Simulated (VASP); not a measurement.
All values below come from SCAN meta-GGA, VASP's PBE PAW potentials (set 64) (plane waves; VASP 6.6.1).

VASP input:

File POSCAR:
```
Ru
1.0
  1.3621415922  -2.3592985998   0.0000000000
  1.3621415922   2.3592985998   0.0000000000
  0.0000000000   0.0000000000   4.2874003664
Ru
2
Cartesian
  1.3621415922   0.7864344395   1.0718500916
  1.3621415922  -0.7864344395   3.2155502748
```

**INCAR**
```
SYSTEM = Ru
PREC = Accurate; ENCUT = 520; LREAL = .FALSE.
LASPH = .TRUE.
EDIFF = 1E-7; NELM = 100; ALGO = Normal
LMAXMIX = 4; LMIXTAU = .TRUE.
ISMEAR = 1; SIGMA = 0.1
METAGGA = SCAN
IBRION = 2; NSW = 30; ISIF = 4
EDIFFG = -0.01
LWAVE = .FALSE.; LCHARG = .FALSE.
```

### KPOINTS
```
Automatic
0
Gamma
  15 15 9
0 0 0
```

POTCAR, in this order: Ru_pv (PBE.64 set). Program: vasp_std.

Output of the run:

### OSZICAR
```
       N       E                     dE             d eps       ncg     rms          rms(c)
DAV:   1     0.236325118710E+03    0.23633E+03   -0.18496E+04  4884   0.176E+03
DAV:   2    -0.731548109572E+02   -0.30948E+03   -0.30373E+03  5224   0.509E+02
DAV:   3    -0.800783706652E+02   -0.69236E+01   -0.67675E+01  5134   0.821E+01
DAV:   4    -0.801485087318E+02   -0.70138E-01   -0.69441E-01  5848   0.722E+00
DAV:   5    -0.801495230579E+02   -0.10143E-02   -0.10143E-02  5292   0.814E-01    0.234E+01
DAV:   6    -0.703357644772E+02    0.98138E+01   -0.14488E+01  4880   0.430E+01    0.138E+00
DAV:   7    -0.690646114734E+02    0.12712E+01   -0.38222E-01  4952   0.720E+00    0.760E-01
DAV:   8    -0.695172724920E+02   -0.45266E+00   -0.24079E-01  4894   0.479E+00    0.814E-01
DAV:   9    -0.696237840689E+02   -0.10651E+00   -0.24942E-01  4870   0.524E+00    0.126E+00
DAV:  10    -0.696128955854E+02    0.10888E-01   -0.84695E-02  4864   0.336E+00    0.125E+00
DAV:  11    -0.695792112158E+02    0.33684E-01   -0.15503E-02  5154   0.105E+00    0.815E-01
DAV:  12    -0.696151069778E+02   -0.35896E-01   -0.11143E-01  4868   0.345E+00    0.386E-01
DAV:  13    -0.696128939674E+02    0.22130E-02   -0.44707E-03  5054   0.730E-01    0.226E-01
DAV:  14    -0.696252292153E+02   -0.12335E-01   -0.80731E-03  4882   0.815E-01    0.154E-01
DAV:  15    -0.696322990282E+02   -0.70698E-02   -0.83485E-03  4876   0.873E-01    0.205E-01
DAV:  16    -0.696321694224E+02    0.12961E-03   -0.25872E-04  4928   0.197E-01    0.168E-01
DAV:  17    -0.696321802616E+02   -0.10839E-04   -0.75448E-05  4984   0.795E-02    0.150E-01
DAV:  18    -0.696315773206E+02    0.60294E-03   -0.70136E-04  4878   0.286E-01    0.230E-02
DAV:  19    -0.696315648274E+02    0.12493E-04   -0.16471E-04  4988   0.114E-01    0.356E-02
DAV:  20    -0.696315575592E+02    0.72682E-05   -0.14222E-05  4918   0.444E-02    0.252E-02
DAV:  21    -0.696316000146E+02   -0.42455E-04   -0.17514E-05  4936   0.458E-02    0.486E-03
DAV:  22    -0.696315954397E+02    0.45749E-05   -0.92453E-06  4882   0.343E-02    0.661E-03
DAV:  23    -0.696315951237E+02    0.31601E-06   -0.13160E-06  5116   0.123E-02    0.178E-03
DAV:  24    -0.696315983236E+02   -0.31998E-05   -0.63235E-08  2538   0.256E-03    0.164E-03
DAV:  25    -0.696316012428E+02   -0.29192E-05   -0.68402E-08  2470   0.301E-03    0.890E-04
DAV:  26    -0.696316019993E+02   -0.75647E-06   -0.20113E-08  2466   0.151E-03    0.153E-04
DAV:  27    -0.696316019049E+02    0.94396E-07   -0.27833E-09  2466   0.560E-04
   1 F= -.69631602E+02 E0= -.69631221E+02  d E =-.696316E+02
       N       E                     dE             d eps       ncg     rms          rms(c)
DAV:   1    -0.696361643597E+02   -0.45624E-02   -0.20047E-01  4894   0.400E+00    0.416E-01
DAV:   2    -0.696314447179E+02    0.47196E-02   -0.71370E-03  4904   0.752E-01    0.187E-01
DAV:   3    -0.696314867710E+02   -0.42053E-04   -0.41142E-03  5252   0.580E-01    0.577E-02
DAV:   4    -0.696316498718E+02   -0.16310E-03   -0.29274E-04  4998   0.177E-01    0.402E-02
DAV:   5    -0.696316518842E+02   -0.20125E-05   -0.36308E-05  6866   0.532E-02    0.196E-02
DAV:   6    -0.696316949400E+02   -0.43056E-04   -0.11078E-04  4940   0.127E-01    0.462E-03
DAV:   7    -0.696316875231E+02    0.74170E-05   -0.24271E-05  4942   0.561E-02    0.135E-03
DAV:   8    -0.696316936449E+02   -0.61218E-05   -0.48037E-07  4990   0.846E-03    0.887E-04
DAV:   9    -0.696316852502E+02    0.83947E-05   -0.29683E-07  4590   0.618E-03    0.413E-04
DAV:  10    -0.696316892754E+02   -0.40252E-05   -0.25851E-08  2518   0.218E-03    0.187E-04
DAV:  11    -0.696316886101E+02    0.66529E-06   -0.23492E-09  2480   0.476E-04    0.752E-05
DAV:  12    -0.696316895052E+02   -0.89508E-06   -0.70662E-10  2460   0.324E-04    0.311E-05
DAV:  13    -0.696316892047E+02    0.30050E-06   -0.41490E-10  2456   0.205E-04    0.166E-05
DAV:  14    -0.696316892050E+02   -0.32151E-09   -0.10855E-10  2460   0.710E-05
   2 F= -.69631689E+02 E0= -.69631293E+02  d E =-.873002E-04
       N       E                     dE             d eps       ncg     rms          rms(c)
DAV:   1    -0.696325911740E+02   -0.90197E-03   -0.36045E-02  4896   0.169E+00    0.176E-01
DAV:   2    -0.696317863928E+02    0.80478E-03   -0.12779E-03  4900   0.322E-01    0.796E-02
DAV:   3    -0.696317713912E+02    0.15002E-04   -0.74621E-04  5232   0.248E-01    0.245E-02
DAV:   4    -0.696318051196E+02   -0.33728E-04   -0.53344E-05  5002   0.756E-02    0.171E-02
DAV:   5    -0.696318004582E+02    0.46615E-05   -0.65426E-06  6868   0.228E-02    0.830E-03
DAV:   6    -0.696317854178E+02    0.15040E-04   -0.20102E-05  4940   0.540E-02    0.194E-03
DAV:   7    -0.696317935101E+02   -0.80924E-05   -0.43145E-06  4944   0.235E-02    0.583E-04
DAV:   8    -0.696317912223E+02    0.22879E-05   -0.70006E-08  2646   0.329E-03    0.395E-04
DAV:   9    -0.696317944798E+02   -0.32575E-05   -0.40291E-08  2520   0.230E-03    0.122E-04
DAV:  10    -0.696317927062E+02    0.17736E-05   -0.56534E-09  2460   0.904E-04    0.460E-05
DAV:  11    -0.696317929795E+02   -0.27331E-06   -0.82819E-10  2454   0.232E-04    0.329E-05
DAV:  12    -0.696317928438E+02    0.13571E-06   -0.39037E-10  2450   0.172E-04    0.145E-05
DAV:  13    -0.696317929342E+02   -0.90401E-07   -0.17820E-10  2452   0.959E-05
   3 F= -.69631793E+02 E0= -.69631394E+02  d E =-.191029E-03
```

**OUTCAR**
```
------------------------ aborting loop because EDIFF is reached ----------------------------------------
  FORCE on cell =-STRESS in cart. coord.  units (eV):
  Direction    XX          YY          ZZ          XY          YZ          ZX
  --------------------------------------------------------------------------------------
  Total       -1.7203636     -1.7203638     -1.7205947      0.0000000     -0.0000000      0.0000000
  in kB     -100.0234023   -100.0234148   -100.0368420      0.0000000     -0.0000000      0.0000000
  external PRESSURE =    -100.0278863 kB  Pullay stress =       0.0000000 kB
  volume of cell :       27.56
      direct lattice vectors                 reciprocal lattice vectors
     1.360860902 -2.357080371  0.000000000     0.367414480 -0.212126835  0.000000000
     1.360860902  2.357080371 -0.000000000     0.367414480  0.212126835 -0.000000000
     0.000000000  0.000000000  4.295473824     0.000000000  0.000000000  0.232803188
 POSITION                                       TOTAL-FORCE (eV/Angst)
 -----------------------------------------------------------------------------------
      1.36086      0.78570      1.07387         0.000000     -0.000000      0.000000
      1.36086     -0.78570      3.22161        -0.000000      0.000000      0.000000
 -----------------------------------------------------------------------------------
    total drift:                               -0.000000      0.000512     -0.000045
  FREE ENERGIE OF THE ION-ELECTRON SYSTEM (eV)
  ---------------------------------------------------
  free  energy   TOTEN  =       -69.6317929342 eV

  energy  without entropy=      -69.6305961864  energy(sigma->0) =      -69.63139402

 reached required accuracy - stopping structural energy minimisation
```
(Selected blocks of OUTCAR.)

CONTCAR:
```
Ru
   1.00000000000000
     1.3608609015967918   -2.3570803707962864    0.0000000000000000
     1.3608609015967918    2.3570803707962864   -0.0000000000000000
     0.0000000000000000    0.0000000000000000    4.2954738242222650
  Ru
     2
Direct
     0.3333330000000032    0.6666669999999968    0.2500000000000000
     0.6666669999999968    0.3333330000000032    0.7500000000000000
```

File OUTCAR:
```
 val. band max:       12.3283861990   @ k =   0.2000   0.0667   0.3333

 cond. band min:      12.3561648667   @ k =   0.4667   0.0667   0.3333


 Fermi energy:        12.3547328225

 k-point     1 :       0.0000    0.0000    0.0000
  band No.  band energies     occupation
      1     -32.7744      2.00000
      2     -31.8165      2.00000
      3     -31.8164      2.00000
      4     -31.6368      2.00000
      5     -31.6368      2.00000
      6     -31.5786      2.00000
      7       3.8202      2.00000
      8       5.8694      2.00000
      9       9.7105      2.00000
     10       9.7105      2.00000
     11       9.9135      2.00000
     12      10.3983      2.00000
     13      10.3983      2.00000
     14      10.9009      2.00000
     15      10.9011      2.00000
     16      13.5122     -0.00000
     17      13.6163     -0.00000
     18      13.6164     -0.00000

 k-point     2 :       0.0667    0.0000    0.0000
  band No.  band energies     occupation
      1     -32.7586      2.00000
      2     -31.8496      2.00000
      3     -31.8276      2.00000
      4     -31.6716      2.00000
      5     -31.6413      2.00000
      6     -31.5860      2.00000
      7       3.9912      2.00000
      8       6.0003      2.00000
      9       9.3848      2.00000
     10       9.8481      2.00000
     11      10.1948      2.00000
     12      10.3264      2.00000
     13      10.5247      2.00000
     14      10.7324      2.00000
     15      10.7980      2.00000
     16      12.2288      2.07057
     17      13.6798     -0.00000
     18      15.1307      0.00000

 k-point     3 :       0.1333    0.0000    0.0000
  band No.  band energies     occupation
      1     -32.7126      2.00000
      2     -31.9432      2.00000
      3     -31.8586      2.00000
      4     -31.7686      2.00000
      5     -31.6545      2.00000
      6     -31.6082      2.00000
      7       4.4777      2.00000
      8       6.3430      2.00000
      9       8.9427      2.00000
...
```

The compound is Ru in the hcp structure. This cell is one point of a volume scan, at 1.03 of the reference volume. Symmetry was kept, so distortions that lower it aren't found.
